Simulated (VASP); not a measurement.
VASP ran on this input.

File KPOINTS:
```
K-points
0
Gamma
3 3 3
```

POSCAR:
```
PdS
1
    6.4030756083     0.0000000161     0.0000000000
   -0.0000000161     6.4030756083     0.0000000000
    0.0000000000     0.0000000000     6.5708057665
Pd S
8 8
Direct
  0.0000000000   0.5000000000   1.0000000000
  0.5000000000   0.0000000000   0.5000000000
  0.0000000000   0.0000000000   0.2500000000
  0.0000000000   0.0000000000   0.7500000000
  0.4700528922   0.2577720651   1.0000000000
  0.5299471078   0.7422279349   1.0000000000
  0.7422279349   0.4700528922   0.5000000000
  0.2577720651   0.5299471078   0.5000000000
  0.1936305387   0.3072371131   0.2284089557
  0.8063694613   0.6927628869   0.2284089557
  0.6927628869   0.1936305387   0.7284089557
  0.3072371131   0.8063694613   0.7284089557
  0.8063694613   0.6927628869   0.7715910443
  0.1936305387   0.3072371131   0.7715910443
  0.3072371131   0.8063694613   0.2715910443
  0.6927628869   0.1936305387   0.2715910443
```

### INCAR
```
# general
SYSTEM =PdS
PREC   =Accurate
ENCUT  =400   # plane-wave cut-off (eV)
LREAL  =Auto   # projection in real space or not
LASPH  =.TRUE.   # aspherical one-centre terms

# electronic loop
EDIFF  =1E-6
NELM   =100
ALGO   =Normal
LMAXMIX=4   # l cut-off of mixed one-centre charges

# smearing
ISMEAR =0   # Gaussian
SIGMA  =0.05

# functional
GGA    =PS   # PBEsol

# ions
IBRION =2   # conjugate gradients
NSW    =60
ISIF   =3
EDIFFG =-0.02   # ionic stop

# output
LWAVE  =.FALSE.
LCHARG =.FALSE.
```

POTCAR, in this order: Pd S (PBE.64 set). Program: vasp_std.

Problem. Translate this PBEsol calculation to Quantum ESPRESSO's pw.x.

Solution. One equivalent input (not run):
```
&CONTROL
  calculation = 'vc-relax'
  pseudo_dir = './pseudo'
  outdir = './out'
  tprnfor = .true.
  tstress = .true.
  nstep = 60
  forc_conv_thr = 0.00078
/
&SYSTEM
  ibrav = 0
  nat = 16
  ntyp = 2
  ecutwfc = 82
  occupations = 'smearing'
  smearing = 'gaussian'
  degauss = 0.003675
  input_dft = 'pbesol'
/
&ELECTRONS
  conv_thr = 7.3e-08
  electron_maxstep = 100
/
&IONS
/
&CELL
/
ATOMIC_SPECIES
  Pd 106.420 Pd.upf
  S 32.060 S.upf
CELL_PARAMETERS angstrom
     6.4030756    0.0000000    0.0000000
    -0.0000000    6.4030756    0.0000000
     0.0000000    0.0000000    6.5708058
ATOMIC_POSITIONS crystal
  Pd   0.0000000  0.5000000  1.0000000
  Pd   0.5000000  0.0000000  0.5000000
  Pd   0.0000000  0.0000000  0.2500000
  Pd   0.0000000  0.0000000  0.7500000
  Pd   0.4700529  0.2577721  1.0000000
  Pd   0.5299471  0.7422279  1.0000000
  Pd   0.7422279  0.4700529  0.5000000
  Pd   0.2577721  0.5299471  0.5000000
  S    0.1936305  0.3072371  0.2284090
  S    0.8063695  0.6927629  0.2284090
  S    0.6927629  0.1936305  0.7284090
  S    0.3072371  0.8063695  0.7284090
  S    0.8063695  0.6927629  0.7715910
  S    0.1936305  0.3072371  0.7715910
  S    0.3072371  0.8063695  0.2715910
  S    0.6927629  0.1936305  0.2715910
K_POINTS automatic
  3 3 3 0 0 0
```
The two are equivalent in intent, not identical: the potentials are each code's own (VASP's PAW set, PseudoDojo norm-conserving files in pw.x), so ENCUT and ecutwfc are chosen apart and not converted; conv_thr bounds pw.x's estimated SCF error, while EDIFF bounds the energy change between steps; forc_conv_thr acts on force components and is met together with etot_conv_thr.

The compound is PdS in the sg84 structure. This run relaxes it. Symmetry was kept, so distortions that lower it aren't found. The start is the result of an earlier pass.
